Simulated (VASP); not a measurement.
# G0W0 gap of CdTe against strain

Wanted: the deformation potential of the gap of CdTe, from G0W0. The cell is of the zinc-blende type, one of the forms listed for this formula, which need not be the common one. The start is a cell from a database of measured crystal structures.

Method: r2SCAN; plane waves and PAW (Te_GW, Cd_GW), in the first sound run; inputs show where later runs differ, in VASP 6.6.1.

The database entry behind the starting cell differs from later determinations by our own check (an axis about 1.1 % short against later determinations), so it need not match the best structure at ambient conditions.

### Step 1. Set-up

The structure is cubic, space group F-43m (No. 216). Conventional cell: a = 6.410 Å, b = 6.410 Å, c = 6.410 Å, α = 90.00°, β = 90.00°, γ = 90.00°. Nearest to Te lie 4 Cd at 2.78 Å. Nearest to Cd lie 4 Te at 2.78 Å. Farther neighbours and most contacts between anions are not listed.

As a file:

```
Te Cd
1.0
     0.00000    3.20500    3.20500
     3.20500    0.00000    3.20500
     3.20500    3.20500    0.00000
Te Cd
1 1
Direct
  0.75000 0.75000 0.75000
  0.00000 0.00000 0.00000
```

### Step 2. Ground state

The orbitals come from a self-consistent r2SCAN run with a tight EDIFF and a narrow smearing. KPOINTS_OPT adds the bands along a path, which shows whether the mesh holds the band edges.

Contents of INCAR:

```
SYSTEM = CdTe
PREC = Accurate
ENCUT = 300
EDIFF = 1E-08
NELM = 100
ISMEAR = 0
SIGMA = 0.01
LREAL = .FALSE.
ALGO = Normal
METAGGA = R2SCAN
LASPH = .TRUE.
NBANDS = 15
LORBIT = 11
LWAVE = .TRUE.
LCHARG = .FALSE.
KPAR = 8
```

Contents of POSCAR:

```
CdTe
1.0
    0.0000000000      3.2050000000      3.2050000000
    3.2050000000      0.0000000000      3.2050000000
    3.2050000000      3.2050000000      0.0000000000
Te Cd
1 1
Direct
    0.7500000000      0.7500000000      0.7500000000
    0.0000000000      0.0000000000      0.0000000000
```

Contents of KPOINTS:

```
Automatic mesh
0
Gamma
6 6 6
0 0 0
```

Contents of KPOINTS_OPT:

```
Line mode
12
Line-mode
Reciprocal
  0.00000000   0.00000000   0.00000000 GAMMA
  0.50000000   0.00000000   0.50000000 X

  0.50000000   0.00000000   0.50000000 X
  0.50000000   0.25000000   0.75000000 W

  0.50000000   0.25000000   0.75000000 W
  0.37500000   0.37500000   0.75000000 K

  0.37500000   0.37500000   0.75000000 K
  0.00000000   0.00000000   0.00000000 GAMMA

  0.00000000   0.00000000   0.00000000 GAMMA
  0.50000000   0.50000000   0.50000000 L

  0.50000000   0.50000000   0.50000000 L
  0.62500000   0.25000000   0.62500000 U

  0.62500000   0.25000000   0.62500000 U
  0.50000000   0.25000000   0.75000000 W

  0.50000000   0.25000000   0.75000000 W
  0.50000000   0.50000000   0.50000000 L

  0.50000000   0.50000000   0.50000000 L
  0.37500000   0.37500000   0.75000000 K

  0.62500000   0.25000000   0.62500000 U
  0.50000000   0.00000000   0.50000000 X
```

Potentials, in the order of the species: Te_GW and Cd_GW (PBE family, release 64).

The run is started by

```
$ mpirun -np 8 vasp_std
```

What it wrote:

```text
[banner, memory and clock lines left out]
running    8 mpi-ranks, on    1 nodes
 distrk:  each k-point on    1 cores,    8 groups
 distr:  one band on    1 cores,    1 groups

 POSCAR found type information on POSCAR TeCd
 POSCAR found :  2 types and       2 ions
|                                                                             |
|           W    W    AA    RRRRR   N    N  II  N    N   GGGG   !!!           |
|           W    W   A  A   R    R  NN   N  II  NN   N  G    G  !!!           |
|           W    W  A    A  R    R  N N  N  II  N N  N  G       !!!           |
|           W WW W  AAAAAA  RRRRR   N  N N  II  N  N N  G  GGG   !            |
|           WW  WW  A    A  R   R   N   NN  II  N   NN  G    G                |
|           W    W  A    A  R    R  N    N  II  N    N   GGGG   !!!           |
|                                                                             |
|     For optimal performance we recommend to set                             |
|       NCORE = 2 up to number-of-cores-per-socket                            |
|     NCORE specifies how many cores store one orbital (NPAR=cpu/NCORE).      |
|     This setting can greatly improve the performance of VASP for DFT.       |
|     The default, NCORE=1 might be grossly inefficient on modern             |
|     multi-core architectures or massively parallel machines. Do your        |
|     Unfortunately you need to use the default for GW and RPA                |
|     calculations (for HF NCORE is supported but not extensively tested      |
|     yet).                                                                   |
|                                                                             |

|                                                                             |
|               ----> ADVICE to this user running VASP <----                  |
|                                                                             |
|     You enforced a specific xc type in the INCAR file but a different       |
|     [... a line on the potential file left out ...]
|     I HOPE YOU KNOW WHAT YOU ARE DOING!                                     |
|                                                                             |

 LDA part: xc-table for (None), standard interpolation
 POSCAR, INCAR and KPOINTS ok, starting setup
 FFT: planning ... GRIDC
 FFT: planning ... GRID_SOFT
 FFT: planning ... GRID
 WAVECAR not read
 entering main loop
       N       E                     dE             d eps       ncg     rms          rms(c)
DAV:   1     0.136285953625E+02    0.13629E+02   -0.68815E+03   592   0.728E+02
DAV:   2    -0.482647359261E+02   -0.61893E+02   -0.60323E+02   697   0.212E+02
DAV:   3    -0.504340255706E+02   -0.21693E+01   -0.21649E+01   547   0.406E+01
DAV:   4    -0.505533912174E+02   -0.11937E+00   -0.11935E+00   804   0.105E+01
DAV:   5    -0.505548527615E+02   -0.14615E-02   -0.14615E-02   602   0.101E+00    0.475E+00
DAV:   6    -0.466612700520E+02    0.38936E+01   -0.26708E+00   571   0.205E+01    0.610E+00
DAV:   7    -0.466325862115E+02    0.28684E-01   -0.11520E-01   699   0.299E+00    0.384E+00
DAV:   8    -0.466379223811E+02   -0.53362E-02   -0.68594E-02   680   0.254E+00    0.359E-01
DAV:   9    -0.466393537379E+02   -0.14314E-02   -0.42542E-03   662   0.632E-01    0.176E-01
DAV:  10    -0.466393206715E+02    0.33066E-04   -0.10634E-03   601   0.353E-01    0.331E-02
DAV:  11    -0.466393217746E+02   -0.11031E-05   -0.11783E-04   650   0.983E-02    0.382E-02
DAV:  12    -0.466393129265E+02    0.88482E-05   -0.31157E-05   701   0.660E-02    0.119E-02
DAV:  13    -0.466393137934E+02   -0.86692E-06   -0.87721E-06   637   0.284E-02    0.148E-03
DAV:  14    -0.466393135950E+02    0.19839E-06   -0.36968E-07   756   0.533E-03    0.838E-04
DAV:  15    -0.466393138325E+02   -0.23754E-06   -0.53252E-08   661   0.208E-03    0.879E-04
DAV:  16    -0.466393137678E+02    0.64715E-07   -0.22906E-08   546   0.175E-03    0.824E-05
DAV:  17    -0.466393137573E+02    0.10550E-07   -0.79286E-10   359   0.294E-04    0.411E-05
DAV:  18    -0.466393137578E+02   -0.55820E-09   -0.25968E-10   324   0.202E-04
   1 F= -.46639314E+02 E0= -.46639314E+02  d E =-.149599E-62
 Start KPOINTS_OPT (optional k-point list driver)
k-point batch [1-16\120]
       N       E                     dE             ncg
DAV:   1     0.739495211247E+02   -0.43362E+04      608
DAV:   2    -0.870240101814E+03   -0.94419E+03      669
DAV:   3    -0.903812845254E+03   -0.33573E+02      650
DAV:   4    -0.905348988713E+03   -0.15361E+01      754
DAV:   5    -0.905382348185E+03   -0.33359E-01      679
DAV:   6    -0.905383400458E+03   -0.10523E-02      739
DAV:   7    -0.905383413130E+03   -0.12672E-04      694
DAV:   8    -0.905383413600E+03   -0.47071E-06      711
DAV:   9    -0.905383413606E+03   -0.54877E-08      557
[...]
k-point batch [113-120\120]
       N       E                     dE             ncg
DAV:   1     0.356023427663E+04   -0.35051E+04      288
DAV:   2     0.307322421968E+04   -0.48701E+03      352
DAV:   3     0.305651680028E+04   -0.16707E+02      332
DAV:   4     0.305574946884E+04   -0.76733E+00      367
DAV:   5     0.305573939291E+04   -0.10076E-01      339
DAV:   6     0.305573881682E+04   -0.57609E-03      359
DAV:   7     0.305573880873E+04   -0.80898E-05      369
DAV:   8     0.305573880837E+04   -0.36210E-06      329
DAV:   9     0.305573880837E+04   -0.29600E-08      289
 writing wavefunctions
```

Run time: 70 s. Hardware: 8 MPI ranks of AMD EPYC 7R43, shared host; peak memory 1.1 GiB; 9 min of CPU time.

The logs omit lines about the potential files and the build; timing stands in the text.

From OUTCAR (step 2):

```text
ion  position               nearest neighbor table
   1  0.750  0.750  0.750-   2 2.78   2 2.78   2 2.78   2 2.78
   2  0.000  0.000  0.000-   1 2.78   1 2.78   1 2.78   1 2.78

  LATTYP: Found a face centered cubic cell.
 ALAT       =     6.4100000000

 Subroutine GETGRP returns: Found 24 space group operations
 (whereof 24 operations were pure point group operations)

The static configuration has the point symmetry T_d .

 Found     16 irreducible k-points:

   k-points           NKPTS =     16   k-points in BZ     NKDIM =     16   number of bands    NBANDS=     15

   dimension x,y,z NGX =    28 NGY =   28 NGZ =   28
   dimension x,y,z NGXF=    56 NGYF=   56 NGZF=   56

   ENCUT  =  300.0 eV  22.05 Ry    4.70 a.u.   6.40  6.40  6.40*2*pi/ulx,y,z

   NELECT =      18.0000    total number of electrons

 k-points in reciprocal lattice and weights: Automatic mesh
   0.00000000  0.00000000  0.00000000       0.005
   0.16666667  0.00000000  0.00000000       0.037
   0.33333333  0.00000000  0.00000000       0.037
   0.50000000  0.00000000  0.00000000       0.019
   0.16666667  0.16666667  0.00000000       0.028
   0.33333333  0.16666667  0.00000000       0.111
   0.50000000  0.16666667  0.00000000       0.111
  -0.33333333  0.16666667  0.00000000       0.111
  -0.16666667  0.16666667  0.00000000       0.056
[...]
-0.33333333  0.33333333  0.16666667       0.111
  -0.33333333  0.50000000  0.16666667       0.056

 average (electrostatic) potential at core
       1 -95.0932       2 -73.5889

 E-fermi :   3.5315

 k-point     1 :       0.0000    0.0000    0.0000
  band No.  band energies     occupation
    ...
      5      -4.9246      2.00000
      6      -4.9246      2.00000
      7       3.4152      2.00000
      8       3.4152      2.00000
      9       3.4152      2.00000
     10       4.7816      0.00000
     11       8.4233      0.00000
     12       8.4233      0.00000
     13       8.4233      0.00000
     14      11.3974      0.00000
    ...

 k-point     2 :       0.1667    0.0000    0.0000
  band No.  band energies     occupation
    ...
      5      -4.9260      2.00000
      6      -4.9260      2.00000
      7       1.6822      2.00000
      8       3.1674      2.00000
      9       3.1674      2.00000
     10       5.7830      0.00000
     11       8.5586      0.00000
     12       8.7856      0.00000
     13       8.7856      0.00000
     14      12.3853      0.00000
    ...

 k-point     3 :       0.3333    0.0000    0.0000
  band No.  band energies     occupation
    ...
      5      -4.9214      2.00000
      6      -4.8258      2.00000
      7      -0.3396      2.00000
      8       2.7519      2.00000
      9       2.7519      2.00000
     10       5.8015      0.00000
     11       9.0566      0.00000
     12       9.0566      0.00000
     13      10.1811      0.00000
     14      11.9469      0.00000
    ...

  Total        1.2403295      1.2403295      1.2403295     -0.0000000      0.0000000     -0.0000000
  in kB       30.1809944     30.1809944     30.1809944     -0.0000000      0.0000000     -0.0000000
  external PRESSURE =      30.1809944 kB  Pullay stress =       0.0000000 kB

  energy-cutoff  :      300.00
  volume of cell :       65.84
      direct lattice vectors                 reciprocal lattice vectors
     0.000000000  3.205000000  3.205000000    -0.156006240  0.156006240  0.156006240
     3.205000000  0.000000000  3.205000000     0.156006240 -0.156006240  0.156006240
     3.205000000  3.205000000  0.000000000     0.156006240  0.156006240 -0.156006240

 POSITION                                       TOTAL-FORCE (eV/Angst)
 -----------------------------------------------------------------------------------
      4.80750      4.80750      4.80750         0.000000      0.000000      0.000000
      0.00000      0.00000      0.00000        -0.000000     -0.000000     -0.000000
 -----------------------------------------------------------------------------------
    total drift:                               -0.000013     -0.000013     -0.000013

  FREE ENERGIE OF THE ION-ELECTRON SYSTEM (eV)
  ---------------------------------------------------
  free  energy   TOTEN  =       -46.6393137578 eV

  energy  without entropy=      -46.6393137578  energy(sigma->0) =      -46.63931376

 total charge
# of ion       s       p       d       f       tot
--------------------------------------------------
    1        1.555   2.718   0.050   0.000   4.323
    2        0.538   0.431   9.670   0.015  10.654
--------------------------------------------------
tot          2.093   3.149   9.720   0.015  14.977

[... 3 further parts left out ...]
```

The PAW data sets were made with PBE, which is usual practice but a small mismatch for other functionals.

Numbers from this step:

- free energy (TOTEN): -46.64 eV
- Fermi energy: 3.531 eV
- pressure: 3.018 GPa
- least gap on mesh and path: 1.366 eV
- least direct gap on mesh and path: 1.366 eV

The highest empty bands on the path are converged less tightly, to about 0.1 eV. Electronic bands along the path, in eV, zero at the valence-band top; v1 is the highest filled band, c1 the lowest empty one:

```
          point     v4     v3     v2     v1    c1    c2    c3     c4
              Γ  -8.34   0.00   0.00   0.00  1.37  5.01  5.01   5.01
0.45 of the way  -8.32  -2.43  -1.04  -1.04  3.36  3.74  6.75   6.75
              X  -7.78  -4.53  -2.03  -2.03  2.80  2.97  9.63  10.00
0.45 of the way  -7.74  -4.48  -2.25  -2.20  3.43  3.57  8.32   8.34
              W  -7.68  -4.39  -2.52  -2.40  4.78  4.93  6.13   6.70
0.45 of the way  -7.71  -4.40  -2.68  -2.05  3.93  4.94  6.79   7.25
              K  -7.73  -4.42  -2.78  -1.68  3.19  4.92  7.92   8.06
0.45 of the way  -8.23  -3.35  -1.82  -0.59  3.46  5.50  5.73   5.90
              Γ  -8.34   0.00   0.00   0.00  1.37  5.01  5.01   5.01
0.45 of the way  -8.34  -2.52  -0.41  -0.41  2.47  5.54  5.54   5.61
              L  -7.94  -4.70  -0.84  -0.84  2.26  5.58  5.58   7.42
0.45 of the way  -7.87  -4.55  -1.90  -1.14  3.25  5.10  6.31   7.55
              U  -7.73  -4.42  -2.78  -1.68  3.19  4.92  7.92   8.06
0.45 of the way  -7.71  -4.41  -2.71  -1.95  3.73  4.93  7.01   7.41
              W  -7.68  -4.39  -2.52  -2.40  4.78  4.93  6.13   6.70
0.45 of the way  -7.81  -4.45  -2.34  -1.47  3.85  4.88  6.46   7.90
              L  -7.94  -4.70  -0.84  -0.84  2.26  5.58  5.58   7.42
0.45 of the way  -7.87  -4.55  -1.90  -1.14  3.25  5.10  6.31   7.55
              K  -7.73  -4.42  -2.78  -1.68  3.19  4.92  7.92   8.06
      jump to U  -7.73  -4.42  -2.78  -1.68  3.19  4.92  7.92   8.06
0.45 of the way  -7.75  -4.49  -2.39  -1.93  2.98  3.66  8.70   9.09
              X  -7.78  -4.53  -2.03  -2.03  2.80  2.97  9.63  10.00
```

Of the projections kept (Te, Cd), the largest for each band there, as a share of the weight inside these atoms' spheres; weight between the spheres isn't counted:

```csv
point,v4,v3,v2,v1,c1,c2,c3,c4
Γ,Cd 1.00,Te 0.83,Te 0.83,Te 0.83,Cd 0.54,Cd 0.67,Cd 0.67,Cd 0.67
X,Cd 0.85,Cd 0.52,Te 0.79,Te 0.79,Cd 0.56,Cd 0.59,Te 0.80,Te 0.54
W,Cd 0.85,Cd 0.51,Te 0.76,Te 0.78,Te 0.56,Te 0.74,Cd 0.61,Te 0.50
K,Cd 0.86,Te 0.50,Te 0.76,Te 0.79,Cd 0.58,Te 0.61,Te 0.62,Te 0.57
Γ,Cd 1.00,Te 0.83,Te 0.83,Te 0.83,Cd 0.54,Cd 0.67,Cd 0.67,Cd 0.67
L,Cd 0.90,Te 0.58,Te 0.80,Te 0.80,Cd 0.61,Cd 0.57,Cd 0.57,Te 0.68
```

The electronic bands as a text plot (rows in eV, shown from -8.0 to 5.0 only):

```
    4.7 |++          +++++     +++++           +++++++
    4.2 |  ++       +  +                         +  +         +
    3.7 |    ++           ++++               +  +    +         +
    3.1 |   ++++++++    ++    +             + ++      +   +++++++
    2.6 |  +    ++             +     ++++ ++           + +
    2.0 | +                     +  ++    +              +
    1.5 |+                       ++
    0.9 |
    0.4 |
   -0.1 |**                   ********
   -0.7 | ***               ** **  *  *****            ***
   -1.2 |  * *            **  *     *      ***       *** ****
   -1.8 |   * ****      **   * *     *      * ***   * *   *  ****
   -2.3 |         ******   **                *   *****     *   **
   -2.9 |    *         ****   *       *       **** *        ***
   -3.4 |     *              *         *
   -3.9 |      *           **
   -4.5 |       ***********             *************************
   -5.0 |
   -5.6 |
   -6.1 |
   -6.6 |
   -7.2 |
   -7.7 |       ************             ************************
         Γ       X    W  K        Γ      L     U  W     L   K|U X
```

The cell has a gap of 1.37 eV on mesh and path and a pressure of +3.0 GPa, which holds the misfit of the given cell and coordinates with this functional, and any error of cutoff, mesh and data sets. Spin-orbit coupling is left out, which can shift or reorder these edges.

### Step 3. Empty bands

ALGO = Exact makes the empty bands from the converged ground state in one step. LOPTICS writes the k-derivatives of the orbitals (WAVEDER), which give the long-wavelength limit of the screening.

Contents of INCAR:

```
SYSTEM = CdTe
PREC = Accurate
ENCUT = 300
ISMEAR = 0
SIGMA = 0.01
LREAL = .FALSE.
METAGGA = R2SCAN
LASPH = .TRUE.
NBANDS = 280
ALGO = Exact
NELM = 1
LWAVE = .TRUE.
LCHARG = .FALSE.
LOPTICS = .TRUE.
NEDOS = 1000
CSHIFT = 0.1
```

POSCAR is that of step 2.

KPOINTS is that of step 2.

The run is started by

```
$ mpirun -np 8 vasp_std
```

What it wrote:

```text
[banner, memory and clock lines left out]
running    8 mpi-ranks, on    1 nodes
 distrk:  each k-point on    8 cores,    1 groups
 distr:  one band on    1 cores,    8 groups

 POSCAR found type information on POSCAR TeCd
 POSCAR found :  2 types and       2 ions
 [... a notice as in an earlier step ...]

 [... a notice as in an earlier step ...]

 LDA part: xc-table for (None), standard interpolation
 found WAVECAR, reading the header
  number of bands has changed, file:    15 present:   280
  trying to continue reading WAVECAR, but it might fail
 POSCAR, INCAR and KPOINTS ok, starting setup
 FFT: planning ... GRIDC
 FFT: planning ... GRID_SOFT
 FFT: planning ... GRID
 reading WAVECAR
 random initialization beyond band           15
 the WAVECAR file was read successfully
 initial charge from wavefunction
 entering main loop
       N       E                     dE             d eps       ncg     rms          rms(c)
DIA:   1    -0.466393137555E+02   -0.46639E+02    0.00000E+00     0   0.000E+00
   1 F= -.46639314E+02 E0= -.46639314E+02  d E =-.455890-119
 writing wavefunctions
 optical routines
 imaginary and real dielectric function
 direction            1
 direction            2
 direction            3
```

It took 35 s on 8 MPI ranks; peak memory 0.94 GiB.

OUTCAR, selected parts (step 3):

```text
The static configuration has the point symmetry T_d .

 Found     16 irreducible k-points:

   k-points           NKPTS =     16   k-points in BZ     NKDIM =     16   number of bands    NBANDS=    280

   NELECT =      18.0000    total number of electrons

 E-fermi :   3.5781

 k-point     2 :       0.1667    0.0000    0.0000
  band No.  band energies     occupation
    ...
      5      -4.9260      2.00000
      6      -4.9260      2.00000
      7       1.6822      2.00000
      8       3.1674      2.00000
      9       3.1674      2.00000
     10       5.7830      0.00000
     11       8.5586      0.00000
     12       8.7856      0.00000
     13       8.7856      0.00000
     14      12.3840      0.00000
    ...

 k-point     5 :       0.1667    0.1667    0.0000
  band No.  band energies     occupation
    ...
      5      -4.9340      2.00000
      6      -4.9158      2.00000
      7       1.7224      2.00000
      8       2.7567      2.00000
      9       2.7568      2.00000
     10       6.4279      0.00000
     11       7.4559      0.00000
     12       9.4533      0.00000
     13       9.4533      0.00000
     14      11.0138      0.00000
    ...

  Total        1.2403589      1.2403589      1.2403589      0.0000000      0.0000000      0.0000000
  in kB       30.1817098     30.1817098     30.1817098      0.0000000      0.0000000      0.0000000
  external PRESSURE =      30.1817098 kB  Pullay stress =       0.0000000 kB

  FREE ENERGIE OF THE ION-ELECTRON SYSTEM (eV)
  ---------------------------------------------------
  free  energy   TOTEN  =       -46.6393137555 eV

  energy  without entropy=      -46.6393137555  energy(sigma->0) =      -46.63931376

 plasma frequency squared (from intraband transitions) (eV^2)
  --------------------------------------------------------------------------------------
       0.000      -0.000       0.000
       0.000       0.000      -0.000
      -0.000      -0.000       0.000

[... 13 parts as in an earlier step ...]
```

The gap is read on the k-mesh alone, so it is an upper bound where the band edges lie off the mesh, and a coarse mesh can show a gap where there is none.

Numbers from this step:

| Quantity | Value |
| --- | --- |
| gap on the k-mesh | 1.366 eV |
| least direct gap on the k-mesh | 1.366 eV |

WAVECAR now holds 280 bands for 18 electrons. Its independent-particle dielectric tensor has xx, yy, zz = 8.7, 8.7, 8.7 on this mesh. It isn't tested for convergence in mesh or bands and lacks local fields, and at a small direct gap a coarse mesh makes it too large, which overscreens the GW step.

[end of part 1 of 4]

[Lines on the potential files, build, host, timing and source positions are cut from VASP's logs without a mark.]

[Logs are printed without paths, hosts, clocks, repeated set-up lines and the standing remarks that a program may print on its own settings, such as how far it seeks lower states.]

[Hosts, paths, dates, database ids (printed as entryN), source tags and the programs' standing remarks are cut or masked in the printed files.]

[Pressures printed for these runs are not shown converged in the cutoff: they can be off by several GPa and have the wrong sign.]

[In band tables of VASP the shares of atoms and orbitals are scaled to a sum of 1 inside the atoms' spheres.]
